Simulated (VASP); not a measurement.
```
Bi
1.0
    4.16877    -2.31037    -0.02054
    4.16877     2.31037    -0.02054
    2.90705     0.00000     3.77702
Bi
2
Direct
  0.23724   0.23724   0.23724
  0.76276   0.76276   0.76276
```

Method: PBE GGA with D4 dispersion, VASP's PBE PAW potentials (set 64) (plane waves; VASP). Run with 520 eV cut-off, 10×10×10 Γ-centred mesh, first-order Methfessel-Paxton smearing of 0.10 eV, potentials Bi_d.

The ions and cell shape at fixed volume are relaxed. Which structure does the run end with?

```
Bi
1.0
    4.22260    -2.29300     0.00792
    4.22260     2.29300     0.00792
    2.97037     0.00000     3.77692
Bi
2
Cartesian
  2.67381   0.00000   0.88836
  8.74178   0.00000   2.90440
```
Space group R-3m (166), at a tolerance of 0.03 Å.

How much energy does the relaxation gain?

The energy (σ→0) changes by -4.5 meV/atom, in 6 ionic steps.

```csv
step,E(σ→0) (eV),max force (eV/Å),pressure (GPa),volume (Å³)
1,-8.7184,0.209,-2.59,73.03
2,-8.7223,0.151,-2.43,73.03
3,-8.7264,0.052,-1.89,73.03
4,-8.7265,0.014,-1.99,73.03
5,-8.7272,0.008,-1.94,73.03
6,-8.7274,0.003,-1.90,73.03
```

The compound is Bi in the a7 structure. This cell is one point of a volume scan, at 1.06 of the reference volume. Symmetry was kept, so distortions that lower it aren't found.
